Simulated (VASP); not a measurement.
Level of theory: r2SCAN meta-GGA, VASP's PBE PAW potentials (set 64) (plane waves; VASP).

Gaps are without spin-orbit coupling.

```yaml
volume_per_atom: 13.29 Å^3/atom
band gap (over mesh and band path): 4.58 eV
smallest direct gap (over mesh and band path): 6.56 eV
```

**Question.** Which relaxed crystal gives these values?
(A) CsH, Fm-3m (225)
(B) SiO2, P3_121 (152)
(C) RbCaH3, Pm-3m (221)
(D) KZnF3, Pm-3m (221)

**Answer.** D, KZnF3, Pm-3m (221)
